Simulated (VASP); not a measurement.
Write the native input for VASP 6.6.1 that does the following.

| Property | Result |
| --- | --- |
| Task | relaxation of cell and atoms |
| Functional | LDA |
| Potentials or basis | VASP PAW LDA potentials, release 64 (Cd, Br) |
| Cutoff | 600 eV |
| k mesh | 6 × 6 × 6 |
| Occupations | fermi-dirac, width 0.05 eV |
| Spin | no spin polarisation |
| Further INCAR settings | ALGO = Normal; EDIFF = 1e-06; IBRION = 2; EDIFFG = -0.01; NSW = 60; ISIF = 3 |

The structure of CdBr lies in POSCAR:

```
CdBr
1.0
    0.0000000000      3.0723910300      3.0723910300
    3.0723910300      0.0000000000      3.0723910300
    3.0723910300      3.0723910300      0.0000000000
Cd Br
1 1
Direct
    0.0000000000      0.0000000000      0.0000000000
    0.5000000000      0.5000000000      0.5000000000
```

The cell was built by a generator and needn't be a form met in nature.

The input as run:

INCAR

```
SYSTEM = CdBr
  PREC = Accurate
  ENCUT = 600
  EDIFF = 1E-6
  ISMEAR = -1
  SIGMA = 0.05
  LREAL = .False.
  LASPH = .True.
  NELM = 60
  ALGO = Normal
  ISIF = 3
  LWAVE = .False.
  LCHARG = .False.
  IBRION = 2
  NSW = 60
  EDIFFG = -0.01
```

KPOINTS

```
regular mesh
0
Gamma
  6 6 6
  0 0 0
```

Potentials or basis: VASP PAW LDA potentials, release 64 (Cd, Br).

The run is started by

```console
$ cat potpaw_LDA.64/Cd/POTCAR potpaw_LDA.64/Br/POTCAR > POTCAR
$ mpirun -np 1 vasp_std > vasp.out
```

It gave:

- Relaxed volume: 26.65 Å³/atom
- Relaxed cell: a = 4.224 Å, b = 4.224 Å, c = 4.224 Å, α = 60.00°, β = 60.00°, γ = 60.00°
- Space group after relaxing (to 0.05 Å): Fm-3m (No. 225)
- Energy gained by relaxing: 21.6 meV/atom
- Ionic steps: 3
- Pressure after relaxing: 0.0 GPa
- Band gap on the k mesh: none (metal or under the smearing width)

Caveat: an odd number of electrons without spin polarisation forces a metal; a magnetic or distorted state may lie lower.

Run time: 16 s on 1 thread of AMD EPYC 9R45 96-Core Processor (Zen 5), on a shared host, peak memory 0.16 GiB.
